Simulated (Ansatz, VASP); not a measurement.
# Cross-check of Ba2Be between VASP and Ansatz, part 2 of 2

One calculation is typed for both programs; each brings its own data sets and cutoff. How far apart do they land? The cell is generated by rule, not measured, and may not be a known phase. The cell comes out of the VASP series on this material, whose earlier steps may have relaxed, scaled or displaced it; both programs get it as it stands.

VASP 6.6.1 and Ansatz 0.2.0.

So far. Step 2 (Ansatz: single point, PBE): The run ends at a pressure of -0.55 GPa.

## Step 6: VASP: band structure, revPBE with D3(BJ)

Level of this step: revPBE with D3(BJ), spin-polarised from an antiferromagnetic start; plane waves and PAW (Ba_sv, Be); invented cell (VASP).

The same cell, functional, mesh and smearing now go to VASP, with its own data sets and cutoff.

Input file INCAR:

```
SYSTEM = Ba2Be
PREC = Accurate
ENCUT = 400
EDIFF = 1E-06
NELM = 100
ISMEAR = 0
SIGMA = 0.05
LREAL = .FALSE.
ALGO = Normal
GGA = RE
IVDW = 12
LNONCOLLINEAR = .TRUE.
MAGMOM = 0.289 0.289 0.289 -0.289 -0.289 -0.289 0 0 0
NBANDS = 34
GGA_COMPAT = .FALSE.
LASPH = .TRUE.
ISYM = -1
LORBIT = 11
LWAVE = .FALSE.
LCHARG = .FALSE.
```

Input file POSCAR:

```
Ba2Be
1.0
    5.2605741978      0.0000000000      0.0000000000
    0.0000000000      5.2605741978      0.0000000000
    0.0000000000      0.0000000000      5.5552568747
Ba Be
2 1
Direct
    0.5000000000      0.5000000000      0.0000000000
    0.0000000000      0.0000000000      0.0000000000
    0.0000000000      0.0000000000      0.5000000000
```

Input file KPOINTS:

```
Automatic mesh
0
Gamma
4 4 4
0 0 0
```

Input file KPOINTS_OPT:

```
Line mode
16
Line-mode
Reciprocal
  0.00000000   0.00000000   0.00000000 GAMMA
  0.00000000   0.50000000   0.00000000 X

  0.00000000   0.50000000   0.00000000 X
  0.50000000   0.50000000   0.00000000 M

  0.50000000   0.50000000   0.00000000 M
  0.00000000   0.00000000   0.00000000 GAMMA

  0.00000000   0.00000000   0.00000000 GAMMA
  0.00000000   0.00000000   0.50000000 Z

  0.00000000   0.00000000   0.50000000 Z
  0.00000000   0.50000000   0.50000000 R

  0.00000000   0.50000000   0.50000000 R
  0.50000000   0.50000000   0.50000000 A

  0.50000000   0.50000000   0.50000000 A
  0.00000000   0.00000000   0.50000000 Z

  0.00000000   0.50000000   0.00000000 X
  0.00000000   0.50000000   0.50000000 R

  0.50000000   0.50000000   0.00000000 M
  0.50000000   0.50000000   0.50000000 A
```

Potentials, in the order of the species: Ba_sv and Be (PBE family, release 64).

Run with:

```console
$ mpirun -np 1 vasp_ncl
```

Numbers of over 12 decimals in the logs are rounded to 6 here.

Log:

```text
[banner, memory and clock lines left out]
running    1 mpi-ranks, on    1 nodes
[...]
|                                                                             |
|               ----> ADVICE to this user running VASP <----                  |
|                                                                             |
|     You enforced a specific xc type in the INCAR file but a different       |
|     [... a line on the potential file left out ...]
|     I HOPE YOU KNOW WHAT YOU ARE DOING!                                     |
|                                                                             |

 LDA part: xc-table for (Slater+PW92), standard interpolation
 POSCAR, INCAR and KPOINTS ok, starting setup
[...]
entering main loop
       N       E                     dE             d eps       ncg     rms          rms(c)
DAV:   1     0.152561266776E+03    0.15256E+03   -0.74104E+03  4352   0.853E+02
DAV:   2     0.844938068445E+01   -0.14411E+03   -0.14026E+03  6516   0.196E+02
[...]
1 F= -.38858928E+01 E0= -.38842976E+01  d E =-.319032E-02  mag=    -0.0320    -0.0332    -0.0315
 Start KPOINTS_OPT (optional k-point list driver)
k-point batch [1-64\144]
       N       E                     dE             ncg
DAV:   1    -0.703111302877E+04   -0.20809E+05     4352
DAV:   2    -0.163586252153E+05   -0.93275E+04     6584
DAV:   3    -0.171709556219E+05   -0.81233E+03     5950
DAV:   4    -0.172066840122E+05   -0.35728E+02     6570
DAV:   5    -0.172076545888E+05   -0.97058E+00     5912
DAV:   6    -0.172076827448E+05   -0.28156E-01     6870
DAV:   7    -0.172076834192E+05   -0.67437E-03     5890
DAV:   8    -0.172076834426E+05   -0.23365E-04     4998
DAV:   9    -0.172076834435E+05   -0.92575E-06     4366
[...]
k-point batch [129-144\144]
       N       E                     dE             ncg
DAV:   1     0.191271144472E+05   -0.10050E+05     1088
DAV:   2     0.169067455676E+05   -0.22204E+04     1618
DAV:   3     0.167328745549E+05   -0.17387E+03     1552
DAV:   4     0.167274935794E+05   -0.53810E+01     1576
DAV:   5     0.167273880038E+05   -0.10558E+00     1496
DAV:   6     0.167273854578E+05   -0.25460E-02     1680
DAV:   7     0.167273853883E+05   -0.69481E-04     1504
DAV:   8     0.167273853852E+05   -0.31091E-05     1264
DAV:   9     0.167273853851E+05   -0.15379E-06     1192
```

From OUTCAR (step 6):

```text
 Edisp (eV)   -0.88454

  Total       0.22078     0.22078     0.95403    -0.00001    -0.00000     0.00000
  in kB       2.30091     2.30096     9.94269    -0.00006    -0.00001     0.00001
  external pressure =        4.85 kB  Pullay stress =        0.00 kB

 POSITION                                       TOTAL-FORCE (eV/Angst)
 -----------------------------------------------------------------------------------
      2.63029      2.63029      0.00000        -0.000000     -0.000001     -0.000001
      0.00000      0.00000      0.00000         0.000003      0.000001      0.000001
      0.00000      0.00000      2.77763        -0.000003     -0.000000     -0.000000
 -----------------------------------------------------------------------------------
    total drift:                                0.000003      0.000002     -0.000000

  FREE ENERGIE OF THE ION-ELECTRON SYSTEM (eV)
  ---------------------------------------------------
  free  energy   TOTEN  =        -3.8858927718 eV

  energy  without entropy=       -3.8827024499  energy(sigma->0) =       -3.88429761

 magnetization (x)
# of ion       s       p       d       tot
------------------------------------------
    1       -0.000   0.000  -0.000  -0.000
    2        0.000   0.000  -0.012  -0.012
    3       -0.001  -0.008   0.000  -0.009
--------------------------------------------------
tot         -0.001  -0.007  -0.012  -0.020

 magnetization (y)
# of ion       s       p       d       tot
------------------------------------------
    1       -0.000   0.000  -0.000  -0.000
    2        0.000   0.000  -0.012  -0.012
    3       -0.001  -0.008   0.000  -0.009
--------------------------------------------------
tot         -0.001  -0.008  -0.012  -0.021

 magnetization (z)
# of ion       s       p       d       tot
------------------------------------------
    1       -0.000   0.000  -0.000  -0.000
    2        0.000   0.000  -0.012  -0.011
    3       -0.001  -0.008   0.000  -0.009
--------------------------------------------------
tot         -0.001  -0.007  -0.012  -0.020

[... 3 further parts left out ...]
[key lines of the parts left out:]
E-fermi :   1.1824
```

The run ends at a pressure of 0.48 GPa.

## Step 7: Differences

What differs besides the data sets and the points named for the pairs above, as far as they apply: non-collinear GGA is multicollinear in Ansatz and locally collinear in VASP; Ansatz makes its cores anew for this functional, VASP keeps those of its PBE data sets. Total energies have different zeros and are not compared.

Compared:

```csv
quantity,Ansatz,VASP,difference
pressure (GPa),0.36,0.48,-0.13
```

Levels from 3 eV below to 2 eV above the Fermi level differ by 26 meV r.m.s. and 102 meV at most; each VASP level is matched to the nearest of Ansatz, which flatters the figure a little.

## Step 8: What came out

| Item | Value |
| --- | --- |
| difference in pressure (single point, PBE) | -0.051 GPa |
| r.m.s. difference of levels near the Fermi level (band structure, revPBE with D3(BJ)) | 26 meV |

**Reading.** The r.m.s. difference of levels near the Fermi level is 26 meV (band structure, revPBE with D3(BJ)), within the 80 meV picked in this series as the mark of a large difference. Differences of this kind measure data sets and numerical settings, not the functional's error against experiment.

[Lines on the potential files, build, host, timing and source positions are cut from VASP's logs without a mark.]

[Logs are printed without paths, hosts, clocks, repeated set-up lines and the standing remarks that a program may print on its own settings, such as how far it seeks lower states.]

[Hosts, paths, dates, database ids (printed as entryN), source tags and the programs' standing remarks are cut or masked in the printed files.]
